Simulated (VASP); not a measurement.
Input for VASP

POSCAR:
```
MnO2
1.0
  4.4542760209   0.0000000000   0.0000000000
  0.0000000000   4.4542760209   0.0000000000
  0.0000000000   0.0000000000   2.8904703750
Mn O
2 4
Cartesian
  0.0000000000   0.0000000000   0.0000000000
  2.2271380105   2.2271380105   1.4452351875
  1.3521482283   1.3521482283   0.0000000000
  3.5792862388   0.8749897821   1.4452351875
  0.8749897821   3.5792862388   1.4452351875
  3.1021277926   3.1021277926   0.0000000000
```

File KPOINTS:
```
Automatic mesh
0
Gamma
7 7 11
0 0 0
```

**INCAR**
```
AGGAC = 0.0
ALGO = Normal
EDIFF = 1E-7
EDIFFG = -0.01
ENCUT = 520
GGA = BO
IBRION = 2
ISIF = 4
ISMEAR = 1
ISPIN = 2
LASPH = .TRUE.
LCHARG = .FALSE.
LMAXMIX = 4
LORBIT = 10
LREAL = .FALSE.
LUSE_VDW = .TRUE.
LWAVE = .FALSE.
MAGMOM = 2.4 -2.4 -0.1 0.1 0.1 -0.1
NELM = 100
NSW = 30
PARAM1 = 0.1833333333
PARAM2 = 0.22
PREC = Accurate
SIGMA = 0.1
SYSTEM = MnO2
```

POTCAR, in this order: Mn_pv O (PBE.64 set). Program: vasp_std.

Q: Write an equivalent input for Quantum ESPRESSO's pw.x.

A: One equivalent input (not run):
```
&CONTROL
  calculation = 'vc-relax'
  pseudo_dir = './pseudo'
  outdir = './out'
  tprnfor = .true.
  tstress = .true.
  nstep = 30
  forc_conv_thr = 0.00039
/
&SYSTEM
  ibrav = 0
  nat = 6
  ntyp = 4
  ecutwfc = 96
  occupations = 'smearing'
  smearing = 'methfessel-paxton'
  degauss = 0.00735
  input_dft = 'vdw-df-obk8'
  nspin = 2
  starting_magnetization(1) = 0.24
  starting_magnetization(2) = -0.24
  starting_magnetization(3) = -0.01
  starting_magnetization(4) = 0.01
/
&ELECTRONS
  conv_thr = 7.3e-09
  electron_maxstep = 100
/
&IONS
/
&CELL
  cell_dofree = 'shape'
/
ATOMIC_SPECIES
  Mn1 54.938 Mn.upf
  Mn2 54.938 Mn.upf
  O1 15.999 O.upf
  O2 15.999 O.upf
CELL_PARAMETERS angstrom
     4.4542760    0.0000000    0.0000000
     0.0000000    4.4542760    0.0000000
     0.0000000    0.0000000    2.8904704
ATOMIC_POSITIONS crystal
  Mn1  0.0000000  0.0000000  0.0000000
  Mn2  0.5000000  0.5000000  0.5000000
  O1   0.3035618  0.3035618  0.0000000
  O2   0.8035618  0.1964382  0.5000000
  O2   0.1964382  0.8035618  0.5000000
  O1   0.6964382  0.6964382  0.0000000
K_POINTS automatic
  7 7 11 0 0 0
```
The two are equivalent in intent, not identical: the potentials are each code's own (VASP's PAW set, PseudoDojo norm-conserving files in pw.x), so ENCUT and ecutwfc are chosen apart and not converted; conv_thr bounds pw.x's estimated SCF error, while EDIFF bounds the energy change between steps; starting_magnetization is a fraction of the valence charge and MAGMOM a moment in μB, so they match only roughly; forc_conv_thr acts on force components and is met together with etot_conv_thr.

The compound is MnO2 in the rutile structure. This cell is one point of a volume scan, at 1.03 of the reference volume. Symmetry was kept, so distortions that lower it aren't found.
